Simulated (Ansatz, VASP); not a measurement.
## Two plane-wave programs on HfIn4SiO6

```xyz
12
Lattice="5.6987 0.0038 0.0156 -0.7051 6.1082 -0.0057 -2.7372 -1.3956 6.6308" Properties=species:S:1:pos:R:3 pbc="T T T"
Hf    0.2972   -0.0900    0.8831
In   -0.4860    5.0863    4.8335
In    2.9601   -0.6377    3.2997
In   -0.4663    2.2403    3.5350
In    2.4974    2.6606    1.3677
Si    2.2933    1.4988    5.6832
O     0.7088    1.2617    5.2639
O     3.2588    1.4387    4.3619
O     5.4139    1.6003    0.0368
O     2.4594    2.8937    6.5395
O    -0.6297   -0.1526    2.6118
O     2.1007    0.3624    1.4524
```

The cell was built by a generator and needn't be a form met in nature.

Alike in both runs: functional PBE; k mesh 5 × 5 × 4; occupations fermi-dirac, width 0.05 eV; no spin polarisation.

|  | VASP | Ansatz |
| --- | --- | --- |
| version | VASP 6.6.1 | Ansatz 0.2.0 |
| potentials or method | VASP PAW PBE potentials, release 64 (Hf_pv, In_d, Si, O) | Ansatz PAW |
| plane-wave cutoff (eV) | 520 | 420 |
| valence electrons in the cell | 102 | 118 |
| task | optical spectrum | single point |

```tsv
	VASP	Ansatz	Ansatz less VASP
gap on the k mesh at the Fermi level (eV)	0.88	0.89	+0.012
least direct gap on the mesh (eV)	1.16	1.17	+0.009
pressure (GPa)	-0.2	0.0	+0.23
largest component of the traceless stress (GPa)	0.05	0.02	-0.038
rms of the force components (eV/Å)	0.051	0.002	-0.0486
```

Atom by atom the forces differ by 0.051 eV/Å (rms over components). The two sets of potentials don't hold the same shells in valence.

Caveats: spin-orbit coupling is left out, which moves the levels of the heavy elements; spectra need much finer meshes, so this one isn't converged (VASP); independent-particle spectra lack excitons (VASP); an odd mesh through Γ misses points on the zone boundary, where band edges often lie (VASP); odd divisions of the mesh miss points on the zone boundary, where band edges often lie, so the gap on the mesh can be too wide (Ansatz); the pressure holds a Pulay correction of +0.3 GPa for the finite cutoff (Ansatz). A hybrid or GW would open this gap; PBE tends to underestimate it.
